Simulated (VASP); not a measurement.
```
PbSe
1.0
    3.61410     0.00000     0.00000
    0.00000     3.61410     0.00000
    0.00000     0.00000     3.61410
Pb Se
1 1
Direct
  0.00000   0.00000   0.00000
  0.50000   0.50000   0.50000
```

Calculation: PBEsol GGA, VASP's PBE PAW potentials (set 64) (plane waves; VASP 6.6.1). Settings: 500 eV cut-off, 10×10×10 Γ-centred mesh, first-order Methfessel-Paxton smearing of 0.10 eV, potentials Pb_d Se.

Unless said otherwise, spin-orbit coupling is left out, though it shifts the bands of the heavy elements here.

Problem. Predict the energy per atom (σ→0), pressure, band gap (on the k-mesh) with the smallest direct gap where there is one.

Solution. 
- band gap (on the k-mesh) = none (metal, semimetal or under 0.01 eV)
- energy per atom (σ→0) = -4.227 eV/atom
- pressure = 4.92 GPa

Total energies compare only between runs with the same potentials, cut-off and functional.

The structure was generated: PbSe was put into the CsCl type type (Pm-3m), which need not be its known phase. It was relaxed first under an external pressure of 5 GPa.
